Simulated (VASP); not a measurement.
Shape and ions are relaxed at each volume.

Data:

```cif
data_C2Si2
_chemical_formula_sum 'Si2 C2'
_space_group_name_H-M_alt 'P63mc'
_space_group_IT_number 186
_space_group_name_Hall 'P 6c -2c'
_cell_length_a 3.09239
_cell_length_b 3.09239
_cell_length_c 5.07625
_cell_angle_alpha 90.000
_cell_angle_beta 90.000
_cell_angle_gamma 120.000
loop_
_atom_site_label
_atom_site_type_symbol
_atom_site_symmetry_multiplicity
_atom_site_Wyckoff_symbol
_atom_site_fract_x
_atom_site_fract_y
_atom_site_fract_z
_atom_site_occupancy
Si1 Si 2 b 0.66667 0.33333 0.49961 1
C1 C 2 b 0.33333 0.66667 0.37539 1
```

Method: PW91 GGA, VASP's PBE PAW potentials (set 64) (plane waves; VASP 6.6.1). Settings: 520 eV cut-off, 8×8×5 Γ-centred mesh, Gaussian smearing of 0.050 eV, potentials Si C.

**Question.** Give the energy at these volumes per atom, relative to the lowest: 9.88, 10.19, 10.51, 10.82, 11.14 Å³.

**Answer.** 28.0, 6.7, 0.0, 5.9, 22.7 meV/atom. A third-order Birch-Murnaghan fit gives B0 = 213 GPa and B0′ = 3.9.

The compound is SiC in the wurtzite structure, the rare 2H polytype. It was relaxed first.
